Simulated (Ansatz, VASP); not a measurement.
## Sn2C: VASP beside Ansatz

One calculation is typed for both programs; each brings its own data sets. How far apart do they land? The cell is generated by rule, not measured, and may not be a known phase. The cell is taken from a series of runs on this material, whose earlier steps may have relaxed, scaled, displaced or heated it; both programs get it as it stands.

Program: Ansatz 0.2.0. Level of theory: plane waves, with VASP 6.6.1 beside it; PBEsol. Results are calculated unless marked as measured.

The structure was built from a prototype and need not be the compound's stable phase.

## Step 1: The structure

It takes space group Ibam (No. 72, orthorhombic). The conventional cell has a = 7.101 Å, b = 10.043 Å, c = 7.101 Å, α = 90.00°, β = 90.00°, γ = 90.00°. C has 4 Sn at 2.05 to 2.40 Å nearest. Sn has 2 C at 2.05 to 2.40 Å nearest. Nearest to Sn lie 2 C at 2.32 Å. Farther neighbours are not listed.

As a file:

```xyz
12
Lattice="5.0213 5.0213 0.0000 5.0213 0.0000 5.0213 5.0213 0.0000 -5.0213" Properties=species:S:1:pos:R:3 pbc="T T T"
C     9.7244    5.0213    4.7031
C    10.3608    5.0213    0.3182
C     7.2138    2.5107   -2.8288
C     7.8502    2.5107    2.8288
Sn    6.2513    0.9727   -3.7913
Sn    6.3019    1.5380    1.2806
Sn    9.0446    3.7660   -3.5086
Sn    8.5299    3.7660    0.9980
Sn    8.7620    1.5380   -1.2806
Sn    3.7913    0.9727   -1.2300
Sn    6.5340    3.7660   -0.9980
Sn   11.0406    3.7660   -1.5127
```

## Step 2: VASP: single point, PBEsol

A single point takes one fixed geometry, so differences don't come from the geometry; what else differs is listed under the comparison.

Lines of VASP's logs that name or quote its potential files are left out, and so is its time.

Input file INCAR:

```
SYSTEM = Sn2C
PREC = Accurate
ENCUT = 600
EDIFF = 1E-06
NELM = 120
ISMEAR = 1
SIGMA = 0.2
LREAL = .FALSE.
ALGO = Normal
GGA = PS
NBANDS = 79
LORBIT = 11
LWAVE = .FALSE.
LCHARG = .FALSE.
ISIF = 2
LASPH = .TRUE.
GGA_COMPAT = .FALSE.
KPAR = 2
```

Input file POSCAR:

```
Sn2C
1.0
    5.0213021337      5.0213021337      0.0000000000
    5.0213021337      0.0000000000      5.0213021337
    5.0213021337      0.0000000000     -5.0213021337
C Sn
4 8
Direct
    1.0000000000      0.9366303714      0.0000000000
    1.0000000000      0.5633696286      0.5000000000
    0.5000000000      0.1866303714      0.7500000000
    0.5000000000      0.8133696286      0.2500000000
    0.1937106469      0.1481100743      0.9031446766
    0.3062893531      0.6018899257      0.3468553235
    0.7500000000      0.1762547509      0.8750000000
    0.7500000000      0.5737452491      0.3750000000
    0.3062893531      0.5918207212      0.8468553235
    0.1937106469      0.1581792788      0.4031446766
    0.7500000000      0.1762547509      0.3750000000
    0.7500000000      0.5737452491      0.8750000000
```

Input file KPOINTS:

```
Automatic mesh
0
Gamma
8 8 8
0 0 0
```

Potentials, in the order of the species: C and Sn_d (PBE family, release 64).

Run with:

```bash
$ mpirun -np 2 vasp_std
```

Numbers of over 12 decimals in the logs are rounded to 6 here.

What it wrote:

```text
[banner, memory and clock lines left out]
running    2 mpi-ranks, on    1 nodes
 distrk:  each k-point on    1 cores,    2 groups
 distr:  one band on    1 cores,    1 groups

 POSCAR found type information on POSCAR C Sn
 POSCAR found :  2 types and      12 ions
|                                                                             |
|               ----> ADVICE to this user running VASP <----                  |
|                                                                             |
|     You enforced a specific xc type in the INCAR file but a different       |
|     [... a line on the potential file left out ...]
|     I HOPE YOU KNOW WHAT YOU ARE DOING!                                     |
|                                                                             |

 LDA part: xc-table for (Slater+PW92), standard interpolation
 POSCAR, INCAR and KPOINTS ok, starting setup
 FFT: planning ... GRIDC
 FFT: planning ... GRID_SOFT
 FFT: planning ... GRID
 WAVECAR not read
 entering main loop
       N       E                     dE             d eps       ncg     rms          rms(c)
DAV:   1     0.172890319987E+04    0.17289E+04   -0.62857E+04 16332   0.270E+03
DAV:   2     0.292762703752E+03   -0.14361E+04   -0.13927E+04 15010   0.799E+02
DAV:   3    -0.283149175323E+02   -0.32108E+03   -0.30640E+03 15848   0.266E+02
DAV:   4    -0.631312999734E+02   -0.34816E+02   -0.33155E+02 18252   0.841E+01
DAV:   5    -0.647596367415E+02   -0.16283E+01   -0.16037E+01 17262   0.175E+01    0.139E+01
DAV:   6    -0.583325564826E+02    0.64271E+01   -0.22288E+01 19883   0.202E+01    0.662E+00
DAV:   7    -0.583262523399E+02    0.63041E-02   -0.60782E+00 16272   0.810E+00    0.371E+00
DAV:   8    -0.582859854637E+02    0.40267E-01   -0.12170E+00 21862   0.327E+00    0.134E+00
DAV:   9    -0.582464459049E+02    0.39540E-01   -0.14734E-01 18318   0.173E+00    0.334E-01
DAV:  10    -0.582468670242E+02   -0.42112E-03   -0.24269E-02 16609   0.890E-01    0.116E-01
DAV:  11    -0.582471848339E+02   -0.31781E-03   -0.31142E-03 23038   0.298E-01    0.103E-01
DAV:  12    -0.582471365419E+02    0.48292E-04   -0.31717E-04 22199   0.104E-01    0.182E-02
DAV:  13    -0.582471363646E+02    0.17730E-06   -0.39120E-05 18303   0.537E-02    0.848E-03
DAV:  14    -0.582471362877E+02    0.76872E-07   -0.51862E-06 12728   0.135E-02
   1 F= -.58247136E+02 E0= -.58248716E+02  d E =0.473908E-02
```

From OUTCAR (step 2):

```text
ion  position               nearest neighbor table
   1  0.000  0.937  0.000-   9 2.05   7 2.32  11 2.32   5 2.40
   2  0.000  0.563  0.500-   6 2.05   8 2.32  12 2.32  10 2.40
   3  0.500  0.187  0.750-   5 2.05   7 2.32  11 2.32   9 2.40
   4  0.500  0.813  0.250-  10 2.05   8 2.32  12 2.32   6 2.40
   5  0.194  0.148  0.903-   3 2.05   1 2.40  11 3.16   7 3.16   8 3.20  12 3.20  10 3.55  10 3.55
                             9 3.60   9 3.60
   6  0.306  0.602  0.347-   2 2.05   4 2.40   8 3.16  12 3.16  11 3.20   7 3.20   9 3.55   9 3.55
                            10 3.60  10 3.60
   7  0.750  0.176  0.875-   1 2.32   3 2.32  12 2.82   9 3.16   5 3.16  10 3.20   6 3.20  11 3.55
                            11 3.55
   8  0.750  0.574  0.375-   2 2.32   4 2.32  11 2.82   6 3.16  10 3.16   5 3.20   9 3.20  12 3.55
                            12 3.55
   9  0.306  0.592  0.847-   1 2.05   3 2.40   7 3.16  11 3.16  12 3.20   8 3.20   6 3.55   6 3.55
                             5 3.60   5 3.60
  10  0.194  0.158  0.403-   4 2.05   2 2.40  12 3.16   8 3.16   7 3.20  11 3.20   5 3.55   5 3.55
                             6 3.60   6 3.60
  11  0.750  0.176  0.375-   1 2.32   3 2.32   8 2.82   5 3.16   9 3.16   6 3.20  10 3.20   7 3.55
                             7 3.55
  12  0.750  0.574  0.875-   2 2.32   4 2.32   7 2.82  10 3.16   6 3.16   9 3.20   5 3.20   8 3.55
                             8 3.55

  LATTYP: Found a face centered cubic cell.
 ALAT       =    10.0426042674

 Subroutine GETGRP returns: Found  8 space group operations
 (whereof  2 operations were pure point group operations)

The static configuration has the point symmetry C_1h.
 The point group associated with its full space group is D_2h.

 Found     95 irreducible k-points:

   k-points           NKPTS =     95   k-points in BZ     NKDIM =     95   number of bands    NBANDS=     79

   dimension x,y,z NGX =    60 NGY =   60 NGZ =   60
   dimension x,y,z NGXF=   120 NGYF=  120 NGZF=  120

   ENCUT  =  600.0 eV  44.10 Ry    6.64 a.u.  14.18 14.18 14.18*2*pi/ulx,y,z

   NELECT =     128.0000    total number of electrons

 k-points in reciprocal lattice and weights: Automatic mesh
   0.00000000  0.00000000  0.00000000       0.002
   0.12500000  0.00000000  0.00000000       0.004
   0.12500000  0.12500000  0.12500000       0.008
   0.25000000  0.00000000  0.00000000       0.004
   0.25000000  0.25000000  0.25000000       0.008
   0.37500000  0.00000000  0.00000000       0.004
   0.37500000  0.37500000  0.37500000       0.008
   0.50000000  0.00000000  0.00000000       0.002
   0.50000000  0.50000000  0.50000000       0.004
[...]
-0.25000000  0.25000000  0.25000000       0.008
   0.25000000  0.50000000  0.50000000       0.004

 average (electrostatic) potential at core
       1 -48.0532       2 -48.0532       3 -48.0532       4 -48.0532       5 -99.4687
       6 -99.4687       7 -99.4575       8 -99.4575       9 -99.4687      10 -99.4687
      11 -99.4575      12 -99.4575

 E-fermi :   7.4879

 k-point     1 :       0.0000    0.0000    0.0000
  band No.  band energies     occupation
    ...
     59       4.5776      2.00000
     60       6.6564      2.00000
     61       6.9267      2.00053
     62       7.1776      2.05063
     63       7.4329      1.44645
     64       8.1696     -0.00002
     65       8.4550     -0.00000
     66       8.7959     -0.00000
     67       8.8753     -0.00000
     68       9.0068     -0.00000
    ...

 k-point     2 :       0.1250    0.0000    0.0000
  band No.  band energies     occupation
    ...
     59       5.3004      2.00000
     60       5.9350      2.00000
     61       6.9126      2.00037
     62       7.1757      2.04974
     63       7.2561      2.06944
     64       8.0981     -0.00014
     65       8.1217     -0.00007
     66       8.2746     -0.00000
     67       8.8449     -0.00000
     68       9.1987     -0.00000
    ...

 k-point     3 :       0.1250    0.1250    0.1250
  band No.  band energies     occupation
    ...
     58       4.5221      2.00000
     59       5.1351      2.00000
     60       6.0879      2.00000
     61       6.5565      2.00000
     62       7.1618      2.04332
     63       7.7902     -0.05425
     64       7.9323     -0.00731
     65       8.1853     -0.00001
     66       8.3894     -0.00000
     67       8.5707     -0.00000
    ...

  Total       -0.4996356      8.4369263     -0.4996356      0.0000000      0.0000000      3.3073590
  in kB       -3.1614395     53.3845739     -3.1614395      0.0000000      0.0000000     20.9272837
  external PRESSURE =      15.6872316 kB  Pullay stress =       0.0000000 kB

  energy-cutoff  :      600.00
  volume of cell :      253.21
      direct lattice vectors                 reciprocal lattice vectors
     5.021302134  5.021302134  0.000000000     0.000000000  0.199151529  0.000000000
     5.021302134  0.000000000  5.021302134     0.099575765 -0.099575765  0.099575765
     5.021302134  0.000000000 -5.021302134     0.099575765 -0.099575765 -0.099575765

 POSITION                                       TOTAL-FORCE (eV/Angst)
 -----------------------------------------------------------------------------------
      4.70310      0.00000      4.70310         1.168731     -1.379114      1.168731
      5.33950      0.00000      0.31820        -1.168731     -1.379114     -1.168731
      7.21376      2.51065     -2.82885         1.168731      1.379114      1.168731
      7.85015      2.51065      2.82885        -1.168731      1.379114     -1.168731
      6.25135      0.97268     -3.79126        -0.384727     -0.835105     -0.384727
      6.30191      1.53797      1.28061         0.384727      0.835105      0.384727
      9.04464      3.76598     -3.50861        -1.105617     -0.000000     -1.105617
      8.52991      3.76598      0.99796         1.105617     -0.000000      1.105617
      8.76200      1.53797     -1.28061        -0.384727      0.835105     -0.384727
      3.79126      0.97268     -1.23005         0.384727     -0.835105      0.384727
      6.53399      3.76598     -0.99796        -1.105617     -0.000000     -1.105617
     11.04056      3.76598     -1.51269         1.105617     -0.000000      1.105617
 -----------------------------------------------------------------------------------
    total drift:                               -0.000001      0.000000      0.000001

  FREE ENERGIE OF THE ION-ELECTRON SYSTEM (eV)
  ---------------------------------------------------
  free  energy   TOTEN  =       -58.2471362877 eV

  energy  without entropy=      -58.2518753685  energy(sigma->0) =      -58.24871598

 total charge
# of ion       s       p       d       tot
------------------------------------------
    1        0.927   1.310   0.000   2.238
    2        0.927   1.310   0.000   2.238
    3        0.927   1.310   0.000   2.238
    4        0.927   1.310   0.000   2.238
    5        1.178   1.108  10.053  12.339
    6        1.178   1.108  10.053  12.339
    7        1.208   1.032  10.045  12.285
    8        1.208   1.032  10.045  12.285
    9        1.178   1.108  10.053  12.339
   10        1.178   1.108  10.053  12.339
   11        1.208   1.032  10.045  12.285
   12        1.208   1.032  10.045  12.285
--------------------------------------------------
tot         13.254  13.800  80.392 107.446

[... 3 further parts left out ...]
```

The run ends at a pressure of 1.57 GPa, with forces up to 2.2 eV/Å.

[end of part 1 of 2]

[Lines on the potential files, build, host, timing and source positions are cut from VASP's logs without a mark.]

[Logs are printed without paths, hosts, clocks, repeated set-up lines and the standing remarks that a program may print on its own settings, such as how far it seeks lower states.]

[Hosts, paths, dates, database ids (printed as entryN), source tags and the programs' standing remarks are cut or masked in the printed files.]
